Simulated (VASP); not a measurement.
VASP ran on this input.

### INCAR
```
ENCUT  =  600
ISMEAR  =  1
PREC  =  Accurate
LCHARG  =  .FALSE.
GGA  =  PE
NELM  =  100
LWAVE  =  .FALSE.
EDIFF  =  1E-7
LREAL  =  .FALSE.   ! projection in real space or not
ALGO  =  Normal   ! blocked Davidson
LMAXMIX  =  6
SIGMA  =  0.1
SYSTEM  =  HfN
LASPH  =  .TRUE.
ISIF  =  2   ! forces and stress, cell fixed
```

### KPOINTS
```
Regular mesh
0
G
 14 14 14
0 0 0
```

### POSCAR
```
HfN
1
   -0.0000000000     2.2671672367     2.2671672367
    2.2671672367     0.0000000000     2.2671672367
    2.2671672367     2.2671672367    -0.0000000000
Hf N
1 1
Direct
  0.0000000000   0.0000000000   0.0000000000
  0.5000000000   0.5000000000   0.5000000000
```

POTCAR, in this order: Hf_pv N (PBE.64 set). Program: vasp_std.

Task: Write an equivalent input for Quantum ESPRESSO's pw.x.

Result: One equivalent input (not run):
```
&CONTROL
  calculation = 'scf'
  pseudo_dir = './pseudo'
  outdir = './out'
  tprnfor = .true.
  tstress = .true.
/
&SYSTEM
  ibrav = 0
  nat = 2
  ntyp = 2
  ecutwfc = 84
  occupations = 'smearing'
  smearing = 'methfessel-paxton'
  degauss = 0.00735
  input_dft = 'pbe'
/
&ELECTRONS
  conv_thr = 7.3e-09
  electron_maxstep = 100
/
ATOMIC_SPECIES
  Hf 178.490 Hf.upf
  N 14.007 N.upf
CELL_PARAMETERS angstrom
    -0.0000000    2.2671672    2.2671672
     2.2671672    0.0000000    2.2671672
     2.2671672    2.2671672   -0.0000000
ATOMIC_POSITIONS crystal
  Hf   0.0000000  0.0000000  0.0000000
  N    0.5000000  0.5000000  0.5000000
K_POINTS automatic
  14 14 14 0 0 0
```
Limits of the translation: the potentials are each code's own (VASP's PAW set, PseudoDojo norm-conserving files in pw.x), so ENCUT and ecutwfc are chosen apart and not converted; conv_thr bounds pw.x's estimated SCF error, while EDIFF bounds the energy change between steps.

The compound is HfN in the rock salt structure. It was relaxed first.
